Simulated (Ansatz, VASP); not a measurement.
**Two plane-wave programs on MnHg**

```
CELL_PARAMETERS angstrom
3.35862 0.00000 0.00000
0.00000 3.35862 0.00000
0.00000 0.00000 3.35862
ATOMIC_POSITIONS crystal
Hg 0.00000 0.00000 0.00000
Mn 0.50000 0.50000 0.50000
```

Change from the starting cell: volume scaled by 1.04.

Alike in both runs: task single point; functional PBE; k mesh 8 × 8 × 8; occupations fermi-dirac, width 0.05 eV; collinear spin, ferromagnetic start.

|  | VASP | Ansatz |
| --- | --- | --- |
| version | VASP 6.6.1 | Ansatz 0.2.0 |
| potentials or method | VASP PAW PBE potentials, release 64 (Hg, Mn_pv) | Ansatz PAW |
| plane-wave cutoff (eV) | 520 | 420 |
| valence electrons in the cell | 25 | 35 |

```csv
,VASP,Ansatz,Ansatz less VASP
gap on the k mesh at the Fermi level (eV),none,none,-
pressure (GPa),-1.8,-2.2,-0.38
net moment per atom (μB),1.99,1.99,-0.002
size of the moment on the site where the two differ most (μB),3.89,3.96,+0.068
```

Site moments also hang on the region over which each program counts them. A gap of «none» marks a metal or a gap that the smearing closes. The two sets of potentials don't hold the same shells in valence.

The runs have no spin-orbit coupling, so splittings on Hg are missing.
